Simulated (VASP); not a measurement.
These are PBE GGA, VASP's PBE PAW potentials (set 64) (plane waves; VASP 6.6.1) values and carry that method's errors.

VASP input:

KPOINTS:
```
k-points along high-symmetry lines
15
Line-mode
Reciprocal
  0.000000   0.000000   0.000000 ! GAMMA
  0.500000   0.000000   0.500000 ! X

  0.500000   0.000000   0.500000 ! X
  0.625000   0.250000   0.625000 ! U

  0.375000   0.375000   0.750000 ! K
  0.000000   0.000000   0.000000 ! GAMMA

  0.000000   0.000000   0.000000 ! GAMMA
  0.500000   0.500000   0.500000 ! L

  0.500000   0.500000   0.500000 ! L
  0.500000   0.250000   0.750000 ! W

  0.500000   0.250000   0.750000 ! W
  0.500000   0.000000   0.500000 ! X
```

**POSCAR**
```
KF
1.0
  0.0000000000   2.7103066901   2.7103066901
  2.7103066901   0.0000000000   2.7103066901
  2.7103066901   2.7103066901   0.0000000000
K F
1 1
Cart
  5.4206133802   5.4206133802   5.4206133802
  2.7103066901   2.7103066901   2.7103066901
```

**INCAR**
```
! general
SYSTEM = KF
PREC   = Accurate
ENCUT  = 520
LREAL  = .False.
LASPH  = .True.
ICHARG = 11

! electronic loop
EDIFF  = 1E-7
NELM   = 100
ALGO   = Normal

! smearing
ISMEAR = 0
SIGMA  = 0.05

! functional
GGA    = PE

! output
LWAVE  = .False.
LCHARG = .False.
LORBIT = 11
```

POTCAR, in this order: K_sv F (PBE.64 set). Program: vasp_std. Read from the step before: CHGCAR.

The run wrote:

### OUTCAR
```
 ion  position               nearest neighbor table
   1  0.000  0.000  0.000-   2 2.71   2 2.71   2 2.71   2 2.71   2 2.71   2 2.71
   2  0.500  0.500  0.500-   1 2.71   1 2.71   1 2.71   1 2.71   1 2.71   1 2.71
  LATTYP: Found a face centered cubic cell.
 ALAT       =     5.4206133802
 Subroutine PRICEL returns:
 Original cell was already a primitive cell.
 Subroutine GETGRP returns: Found 48 space group operations
The static configuration has the point symmetry O_h .
The dynamic configuration has the point symmetry O_h .
 Subroutine INISYM returns: Found 48 space group operations
   k-points           NKPTS =     90   k-points in BZ     NKDIM =     90   number of bands    NBANDS=     12
   number of dos      NEDOS =    301   number of ions     NIONS =      2
   total plane-waves  NPLWV =  27000
   dimension x,y,z NGX =    30 NGY =   30 NGZ =   30
   dimension x,y,z NGXF=    60 NGYF=   60 NGZF=   60
   ions per type =               1   1
   PREC   = accura    normal or accurate (medium, high low for compatibility)
   ISTART =      0    job   : 0-new  1-cont  2-samecut
   ICHARG =     11    charge: 1-file 2-atom 10-const
   ISPIN  =      1    spin polarized calculation?
   LNONCOLLINEAR =      F non collinear calculations
   LSORBIT =      F    spin-orbit coupling
   INIWAV =      1    electr: 0-lowe 1-rand  2-diag
   ENCUT  =  520.0 eV  38.22 Ry    6.18 a.u.   7.13  7.13  7.13*2*pi/ulx,y,z
...
```

### OSZICAR
```
       N       E                     dE             d eps       ncg     rms          rms(c)
DAV:   1     0.113345986610E+03    0.11335E+03   -0.84335E+03  2160   0.129E+03
DAV:   2    -0.255592329471E+01   -0.11590E+03   -0.10642E+03  2652   0.322E+02
DAV:   3    -0.774173118259E+01   -0.51858E+01   -0.51523E+01  2752   0.642E+01
DAV:   4    -0.792025735177E+01   -0.17853E+00   -0.17835E+00  3480   0.103E+01
DAV:   5    -0.792180954622E+01   -0.15522E-02   -0.15522E-02  2720   0.100E+00
DAV:   6    -0.792184485725E+01   -0.35311E-04   -0.35311E-04  3260   0.918E-02
DAV:   7    -0.792184509224E+01   -0.23500E-06   -0.23500E-06  2800   0.104E-02
DAV:   8    -0.792184509383E+01   -0.15825E-08   -0.15611E-08  1940   0.904E-04
   1 F= -.79218451E+01 E0= -.79218451E+01  d E =-.671586E-16
```

**OUTCAR**
```
 val. band max:       -2.9146549230   @ k =   0.0000   0.0000   0.0000

 cond. band min:       3.0319954931   @ k =   0.0000   0.0000   0.0000



 k-point     1 :       0.0000    0.0000    0.0000
  band No.  band energies     occupation
      1     -29.1740      2.00000
      2     -21.5484      2.00000
      3     -12.4535      2.00000
      4     -12.4535      2.00000
      5     -12.4535      2.00000
      6      -2.9147      2.00000
      7      -2.9147      2.00000
      8      -2.9147      2.00000
      9       3.0320      0.00000
     10       7.6433      0.00000
     11       7.6433      0.00000
     12       7.6433      0.00000

 k-point     2 :       0.0357    0.0000    0.0357
  band No.  band energies     occupation
      1     -29.1727      2.00000
      2     -21.5495      2.00000
      3     -12.4558      2.00000
      4     -12.4558      2.00000
      5     -12.4544      2.00000
      6      -2.9374      2.00000
      7      -2.9164      2.00000
      8      -2.9164      2.00000
      9       3.0791      0.00000
     10       7.5924      0.00000
     11       7.6754      0.00000
     12       7.6754      0.00000

 k-point     3 :       0.0714    0.0000    0.0714
  band No.  band energies     occupation
      1     -29.1690      2.00000
      2     -21.5524      2.00000
      3     -12.4626      2.00000
      4     -12.4626      2.00000
      5     -12.4579      2.00000
      6      -3.0002      2.00000
      7      -2.9213      2.00000
      8      -2.9213      2.00000
      9       3.2161      0.00000
     10       7.4493      0.00000
     11       7.7708      0.00000
     12       7.7708      0.00000

 k-point     4 :       0.1071    0.0000    0.1071
  band No.  band energies     occupation
      1     -29.1630      2.00000
      2     -21.5570      2.00000
      3     -12.4735      2.00000
      4     -12.4735      2.00000
      5     -12.4660      2.00000
      6      -3.0891      2.00000
      7      -2.9288      2.00000
...
```

The density is held fixed in this step, so its total energy and stress have no physical meaning.

The compound is KF in the rock salt structure. It was relaxed first.
